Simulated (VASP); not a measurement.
Computed with r2SCAN meta-GGA, VASP's PBE PAW potentials (set 64) (plane waves; VASP).

A VASP calculation is set up with these files.

INCAR:
```
SYSTEM = Si
PREC = Accurate; ENCUT = 400; LREAL = .False.
LASPH = .True.
EDIFF = 1E-7; NELM = 100; ALGO = Normal
LMIXTAU = .True.
ISMEAR = -5
METAGGA = R2SCAN
ISIF = 2
LWAVE = .False.; LCHARG = .False.; LORBIT = 11
NEDOS = 601
LEFG = .True.
```

KPOINTS:
```
Automatic mesh
0
Gamma
8 8 4
0 0 0
```

POSCAR:
```
Si
12.6631830
  0.3026435777   0.0000000000   0.0000000000
 -0.1513217888   0.2620969910   0.0000000000
  0.0000000000   0.0000000000   0.5000000157
Si
4
Direct
  0.3333330000   0.6666670000   0.0628288344
  0.6666670000   0.3333330000   0.9371711656
  0.6666670000   0.3333330000   0.5628288344
  0.3333330000   0.6666670000   0.4371711656
```

### KPOINTS_OPT
```
k-points along high-symmetry lines
6
Line-mode
Reciprocal
  0.000000   0.000000   0.000000 ! GAMMA
  0.500000   0.000000   0.000000 ! M

  0.500000   0.000000   0.000000 ! M
  0.333333   0.333333   0.000000 ! K

  0.333333   0.333333   0.000000 ! K
  0.000000   0.000000   0.000000 ! GAMMA

  0.000000   0.000000   0.000000 ! GAMMA
  0.000000   0.000000   0.500000 ! A

  0.000000   0.000000   0.500000 ! A
  0.500000   0.000000   0.500000 ! L

  0.500000   0.000000   0.500000 ! L
  0.333333   0.333333   0.500000 ! H

  0.333333   0.333333   0.500000 ! H
  0.000000   0.000000   0.500000 ! A

  0.500000   0.000000   0.500000 ! L
  0.500000   0.000000   0.000000 ! M

  0.333333   0.333333   0.500000 ! H
  0.333333   0.333333   0.000000 ! K
```

POTCAR, in this order: Si (PBE.64 set). Program: vasp_std.

The run wrote:

**OSZICAR**
```
       N       E                     dE             d eps       ncg     rms          rms(c)
DAV:   1     0.107593456528E+02    0.10759E+02   -0.54698E+03   720   0.916E+02
DAV:   2    -0.354301917711E+02   -0.46190E+02   -0.41888E+02  1036   0.132E+02
DAV:   3    -0.373613552430E+02   -0.19312E+01   -0.19063E+01   932   0.269E+01
DAV:   4    -0.373889482505E+02   -0.27593E-01   -0.27553E-01   896   0.403E+00
DAV:   5    -0.373896146951E+02   -0.66644E-03   -0.66634E-03   920   0.544E-01    0.847E+00
DAV:   6    -0.355045310160E+02    0.18851E+01   -0.24073E-01   856   0.381E+00    0.578E+00
DAV:   7    -0.345431128550E+02    0.96142E+00   -0.23910E-01   748   0.454E+00    0.272E-01
DAV:   8    -0.350228508289E+02   -0.47974E+00   -0.21787E-01   780   0.370E+00    0.347E-01
DAV:   9    -0.348519249702E+02    0.17093E+00   -0.58893E-02   720   0.218E+00    0.286E-01
DAV:  10    -0.349765865001E+02   -0.12466E+00   -0.37131E-02   728   0.171E+00    0.182E-01
DAV:  11    -0.350441872853E+02   -0.67601E-01   -0.25877E-02   728   0.182E+00    0.408E-02
DAV:  12    -0.350456852216E+02   -0.14979E-02   -0.89003E-04   912   0.277E-01    0.184E-02
DAV:  13    -0.350468862423E+02   -0.12010E-02   -0.17056E-04   756   0.152E-01    0.294E-02
DAV:  14    -0.350470025748E+02   -0.11633E-03   -0.17159E-04   792   0.138E-01    0.205E-02
DAV:  15    -0.350473637581E+02   -0.36118E-03   -0.82919E-05   744   0.872E-02    0.775E-03
DAV:  16    -0.350473209218E+02    0.42836E-04   -0.85039E-06   856   0.284E-02    0.593E-03
DAV:  17    -0.350473844701E+02   -0.63548E-04   -0.15869E-05   736   0.425E-02    0.332E-03
DAV:  18    -0.350473818391E+02    0.26310E-05   -0.21291E-06   816   0.145E-02    0.818E-04
DAV:  19    -0.350473815805E+02    0.25857E-06   -0.13698E-07   564   0.412E-03    0.631E-04
DAV:  20    -0.350473817584E+02   -0.17786E-06   -0.44002E-08   396   0.221E-03    0.433E-04
DAV:  21    -0.350473819518E+02   -0.19348E-06   -0.61051E-08   420   0.281E-03    0.617E-05
DAV:  22    -0.350473819357E+02    0.16137E-07   -0.75390E-09   372   0.795E-04
   1 F= -.35047382E+02 E0= -.35047382E+02  d E =0.000000E+00
       N       E                     dE             ncg
       N       E                     dE             ncg
```

**OUTCAR**
```
------------------------ aborting loop because EDIFF is reached ----------------------------------------
  FORCE on cell =-STRESS in cart. coord.  units (eV):
  Direction    XX          YY          ZZ          XY          YZ          ZX
  --------------------------------------------------------------------------------------
  Total       -0.0659190     -0.0659189      0.0004884      0.0000000      0.0000000      0.0000000
  in kB       -1.3113805     -1.3113802      0.0097162      0.0000000      0.0000000      0.0000000
  external PRESSURE =      -0.8710149 kB  Pullay stress =       0.0000000 kB
  volume of cell :       80.54
      direct lattice vectors                 reciprocal lattice vectors
     3.832431008  0.000000000  0.000000000     0.260930986  0.150648595  0.000000000
    -1.916215504  3.318982161  0.000000000     0.000000000  0.301297190  0.000000000
     0.000000000  0.000000000  6.331591699     0.000000000  0.000000000  0.157938169
 POSITION                                       TOTAL-FORCE (eV/Angst)
 -----------------------------------------------------------------------------------
     -0.00000      2.21266      0.39781        -0.000000     -0.000000      0.021518
      1.91622      1.10633      5.93379        -0.000000      0.000000     -0.021518
      1.91622      1.10633      3.56360         0.000000      0.000000      0.021518
     -0.00000      2.21266      2.76799         0.000000     -0.000000     -0.021518
 -----------------------------------------------------------------------------------
    total drift:                               -0.000113      0.000065     -0.000018
  FREE ENERGIE OF THE ION-ELECTRON SYSTEM (eV)
  ---------------------------------------------------
  free  energy   TOTEN  =       -35.0473819357 eV

  energy  without entropy=      -35.0473819357  energy(sigma->0) =      -35.04738194

 total charge

# of ion       s       p       d       tot
------------------------------------------
    1        0.744   0.961   0.000   1.706
    2        0.744   0.961   0.000   1.706
    3        0.744   0.961   0.000   1.706
    4        0.744   0.961   0.000   1.706
--------------------------------------------------
tot          2.978   3.845   0.000   6.822
```
(Selected blocks of OUTCAR.)

The structure comes from a computed database's Si entry (P6_3/mmc); how it stands against other phases isn't given here. It was relaxed first.
